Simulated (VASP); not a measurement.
These are r2SCAN meta-GGA, VASP's PBE PAW potentials (set 64) (plane waves; VASP) values and carry that method's errors.

A VASP calculation is set up with these files.

INCAR:
```
! general
SYSTEM  = Ti
PREC    = Accurate
ENCUT   = 520
LREAL   = .FALSE.
LASPH   = .TRUE.

! electronic loop
EDIFF   = 1E-7
NELM    = 100
ALGO    = Normal
LMAXMIX = 4
LMIXTAU = .TRUE.

! smearing
ISMEAR  = -5

! functional
METAGGA = R2SCAN

! ions
ISIF    = 2

! output
LWAVE   = .FALSE.
LCHARG  = .FALSE.
LORBIT  = 11
NEDOS   = 601
```

### POSCAR
```
Ti
1.0
  1.4702245779  -2.5465037258   0.0000000000
  1.4702245779   2.5465037258   0.0000000000
  0.0000000000   0.0000000000   4.6394880949
Ti
2
Cart
  1.4702245779   0.8488362729   1.1598720237
  1.4702245779  -0.8488362729   3.4796160712
```

### KPOINTS_OPT
```
k-points along high-symmetry lines
6
Line-mode
Reciprocal
  0.000000   0.000000   0.000000 ! GAMMA
 -0.000000   0.500000   0.000000 ! M

 -0.000000   0.500000   0.000000 ! M
 -0.333333   0.666667   0.000000 ! K

 -0.333333   0.666667   0.000000 ! K
  0.000000   0.000000   0.000000 ! GAMMA

  0.000000   0.000000   0.000000 ! GAMMA
  0.000000   0.000000   0.500000 ! A

  0.000000   0.000000   0.500000 ! A
 -0.000000   0.500000   0.500000 ! L

 -0.000000   0.500000   0.500000 ! L
 -0.333333   0.666667   0.500000 ! H

 -0.333333   0.666667   0.500000 ! H
  0.000000   0.000000   0.500000 ! A

 -0.000000   0.500000   0.500000 ! L
 -0.000000   0.500000   0.000000 ! M

 -0.333333   0.666667   0.500000 ! H
 -0.333333   0.666667   0.000000 ! K
```

KPOINTS:
```
Automatic
0
G
  16 16 9
```

POTCAR, in this order: Ti_sv (PBE.64 set). Program: vasp_std.

Problem. Predict the energy per atom (σ→0), band gap (over mesh and band path).

Solution. 
```json
{
  "energy per atom (σ→0)": "-12.951 eV/atom",
  "band gap (over mesh and band path)": "none (metal, semimetal or under 0.01 eV)"
}
```

File OSZICAR:
```
...
DAV:  16    -0.259018835226E+02    0.31107E-05   -0.35717E-05  7232   0.577E-02    0.746E-03
DAV:  17    -0.259018862942E+02   -0.27716E-05   -0.12513E-06  5312   0.133E-02    0.599E-03
DAV:  18    -0.259018818636E+02    0.44306E-05   -0.46656E-07  5064   0.818E-03    0.326E-03
DAV:  19    -0.259018815850E+02    0.27863E-06   -0.30143E-07  3888   0.605E-03    0.171E-03
DAV:  20    -0.259018802105E+02    0.13744E-05   -0.91632E-08  3048   0.387E-03    0.112E-03
DAV:  21    -0.259018801622E+02    0.48285E-07   -0.60585E-08  2816   0.236E-03
   1 F= -.25901880E+02 E0= -.25901880E+02  d E =0.000000E+00
       N       E                     dE             ncg
```

The compound is Ti in the hcp structure. It was relaxed first.
